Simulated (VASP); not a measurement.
```
CdSe
1.0
    0.00000     3.06364     3.06364
    3.06364     0.00000     3.06364
    3.06364     3.06364     0.00000
Cd Se
1 1
Direct
  0.00000   0.00000   0.00000
  0.25000   0.25000   0.25000
```

These are MS2 meta-GGA, VASP's PBE PAW potentials (set 64) (plane waves; VASP 6.6.1) values and carry that method's errors. Run with 520 eV cut-off, 7×7×7 Γ-centred mesh, Gaussian smearing of 0.050 eV, potentials Cd Se.

**Question.** Predict the energy per atom (σ→0), band gap (on the k-mesh) with the smallest direct gap where there is one.

**Answer.** 
```yaml
band gap (on the k-mesh): 0.92 eV
smallest direct gap (on the k-mesh): 0.92 eV
energy per atom (σ→0): -1.712 eV/atom
```

Only differences to runs with the same potentials and settings are physical.

The compound is CdSe in the zinc blende structure, whereas wurtzite is the usual form. It was relaxed first. The start is the result of an earlier pass.
